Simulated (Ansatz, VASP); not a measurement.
# Pt2F in VASP and in Ansatz

```
Pt F
1.0
     0.00000    2.85243    2.85243
     2.85243    0.00000    2.85243
     2.85243    2.85243    0.00000
Pt F
2 1
Direct
  0.25000 0.25000 0.25000
  0.75000 0.75000 0.75000
  0.00000 0.00000 0.00000
```

The cell was built by a generator and needn't be a form met in nature.

Alike in both runs: task relaxation of cell and atoms; functional PBE; k mesh 8 × 8 × 8; occupations fermi-dirac, width 0.05 eV; no spin polarisation.

|  | VASP | Ansatz |
| --- | --- | --- |
| version | VASP 6.6.1 | Ansatz 0.2.0 |
| potentials or method | VASP PAW PBE potentials, release 64 (Pt_sv_GW, F_GW) | Ansatz PAW |
| plane-wave cutoff (eV) | 900 | 420 |
| valence electrons in the cell | 43 | 43 |

```csv
,VASP,Ansatz,Ansatz less VASP
"gap on the k mesh at the Fermi level, each at its own relaxed structure (eV)",none,none,-
relaxed volume (Å³/atom),15.46,15.49,+0.027
relaxed cell length with the largest relative difference (Å),4.033,4.035,+0.0023
```

A gap of «none» marks a metal or a gap that the smearing closes.

Caveats: an odd number of electrons without spin polarisation forces a metal; a magnetic or distorted state may lie lower; the plane-wave basis is chosen anew once the cell has moved, so the energies of steps on either side of that aren't comparable (Ansatz). The runs have no spin-orbit coupling, so splittings on Pt are missing.
